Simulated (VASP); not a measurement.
The system is Ti2RuC3.

```
Ti Ru C
1.0
    -1.60307    2.22767    4.52062
     1.45590   -2.12856    4.42194
     3.20794    4.25840   -8.94528
Ti Ru C
4 2 6
Direct
  0.35407 0.38654 0.04010
  0.32304 0.34213 0.50126
  0.66943 0.67365 0.00617
  0.66371 0.68452 0.51249
  0.01288 0.01610 0.99676
  0.96202 0.01729 0.48134
  0.12340 0.58841 0.21285
  0.13290 0.67649 0.72662
  0.79922 0.34198 0.24928
  0.87542 0.32049 0.75458
  0.53752 0.98843 0.26301
  0.52393 0.99716 0.74525
```

The cell was built by a generator and needn't be a form met in nature.

| Property | Result |
| --- | --- |
| Program | VASP 6.6.1 |
| Task | relaxation of cell and atoms |
| Functional | PBE |
| Potentials or basis | VASP PAW PBE potentials, release 64 (Ti_sv, Ru_pv, C) |
| Cutoff | 520 eV |
| k mesh | 4 × 4 × 4 |
| Occupations | gaussian, width 0.15 eV |
| Spin | no spin polarisation |

At the start: pressure 16.7 GPa; volume 9.93 Å³/atom.

Task: Where does the relaxation end?

Result: Over 18 steps the energy falls by 260.7 meV/atom and the volume is 10.04 Å³/atom (+1.1 %); space group C2/m (No. 12, to 0.05 Å).

Step by step:
```csv
step,energy change (eV),largest force (eV/Å),pressure (GPa),volume (Å³)
1,0.0000,7.4151,16.74,119.17
2,-1.1667,1.0479,-25.67,137.83
3,-2.2022,1.5351,-12.77,128.31
4,-2.8594,1.1829,8.02,117.63
5,-2.8912,1.2437,3.76,119.38
6,-3.0702,0.3808,0.43,120.39
7,-3.0751,0.3692,-0.09,120.58
8,-3.1082,0.2848,-0.21,120.57
9,-3.1149,0.2130,-0.24,120.56
10,-3.1219,0.1415,0.36,120.29
11,-3.1231,0.1097,0.67,120.15
12,-3.1253,0.0807,-0.82,120.82
13,-3.1256,0.0854,-0.46,120.64
14,-3.1274,0.0552,-0.11,120.49
15,-3.1274,0.0571,-0.10,120.47
16,-3.1278,0.0331,0.22,120.34
17,-3.1278,0.0325,0.24,120.34
18,-3.1280,0.0215,-0.09,120.48
```

Final structure:
```xyz
12
Lattice="-1.5211 2.1849 4.5306 1.5204 -2.1845 4.5305 3.0446 4.3702 -9.0616" Properties=species:S:1:pos:R:3 pbc="T T T"
Ti    3.0477    4.3646   -6.0309
Ti    1.5286    2.1642   -1.4989
Ti    3.0475    4.3649   -3.0096
Ti    1.5281    2.1640    1.5227
Ru    2.9245    4.3565    0.0095
Ru    0.1282    4.3569    0.0112
C     1.5256   -0.0136    1.5016
C     3.0478    2.1717   -2.9511
C     0.0046    2.1703    3.0539
C     1.5274    4.3556   -1.5568
C     0.0049    2.1705    0.0126
C     1.5275    4.3563   -4.5185
```

Caveat: the k mesh is coarse (spacing up to 0.55 Å⁻¹), so the values aren't converged.
